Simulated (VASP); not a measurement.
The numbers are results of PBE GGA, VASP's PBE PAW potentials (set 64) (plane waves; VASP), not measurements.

A VASP calculation is set up with these files.

### POSCAR
```
Ru
1
    1.3332484720    -2.3092542671     0.0000000000
    1.3332484720     2.3092542671    -0.0000000000
   -0.0000000000     0.0000000000     4.2279334588
Ru
2
Direct
  0.3333330000   0.6666670000   0.2500000000
  0.6666670000   0.3333330000   0.7500000000
```

### INCAR
```
SYSTEM = Ru
PREC = Accurate
ENCUT = 500
EDIFF = 1E-6
NELM = 100
ALGO = Normal
LREAL = .FALSE.
LASPH = .TRUE.
ISMEAR = 1
SIGMA = 0.1
GGA = PE
LMAXMIX = 4
LWAVE = .FALSE.
LCHARG = .FALSE.
IBRION = 2
ISIF = 3
NSW = 40
EDIFFG = -0.02
PSTRESS = 200
```

File KPOINTS:
```
Automatic
0
gamma
 16 16 9
0 0 0
```

POTCAR, in this order: Ru_pv (PBE.64 set). Program: vasp_std.

Task: What will the output report for the number of irreducible k-points (NKPTS), largest plane-wave count, number of space-group operations, FFT grid (NGX, NGY, NGZ)?

Result: 
- number of irreducible k-points (NKPTS) = 150
- largest plane-wave count = 683
- number of space-group operations = 24
- FFT grid (NGX, NGY, NGZ) = 20 × 20 × 32

The compound is Ru in the hcp structure. This run relaxes it under an external pressure of 20 GPa. Symmetry was kept, so distortions that lower it aren't found.
